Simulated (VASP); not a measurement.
Data:

```
BN
1.0
    0.00000     3.49557     2.16875
    1.25312     0.00000     2.16875
    1.25312     3.49557     0.00000
B N
1 1
Direct
  0.00009   0.00009   0.99991
  0.66661   0.66661   0.33339
```

The numbers are results of PBEsol GGA, VASP's PBE PAW potentials (set 64) (plane waves; VASP 6.6.1), not measurements. Numerical set-up: 520 eV cut-off, 14×14×14 Γ-centred mesh, tetrahedra with Blöchl corrections, potentials B N.

Without a dispersion term in the relaxation, distances and binding between the weakly bound layers, chains or molecules are unreliable, and so is what depends on them.

Tabulate the total density of states (states/eV per cell) against energy (eV; zero at the valence-band maximum or, without a gap, the Fermi level).

```
E (eV)  DOS (states/eV)
------  ---------------
-9.92              0.00
-9.44              0.00
-9.08              0.05
-8.60              0.65
-8.12              0.74
-7.76              0.43
-7.28              0.33
-6.92              0.46
-6.44              0.47
-5.96              0.59
-5.60              0.66
-5.12              0.89
-4.64              0.82
-4.28              1.48
-3.80              0.64
-3.32              0.84
-2.96              0.84
-2.48              0.73
-2.00              0.73
-1.64              0.75
-1.16              0.79
-0.80              0.53
-0.32              0.27
0.16               0.00
0.52               0.00
1.00               0.00
1.48               0.00
1.84               0.00
2.32               0.00
2.80               0.00
3.16               0.00
3.64               0.00
4.12               0.11
4.48               0.27
4.96               0.73
5.32               0.53
5.80               0.46
6.28               0.44
6.64               0.49
7.12               0.53
```
Within 2 eV below the valence-band maximum the largest weight inside VASP's projection spheres is N p, then B p.

The structure comes from a computed database's BN entry (Fmm2); how it stands against other phases isn't given here. It was relaxed first.
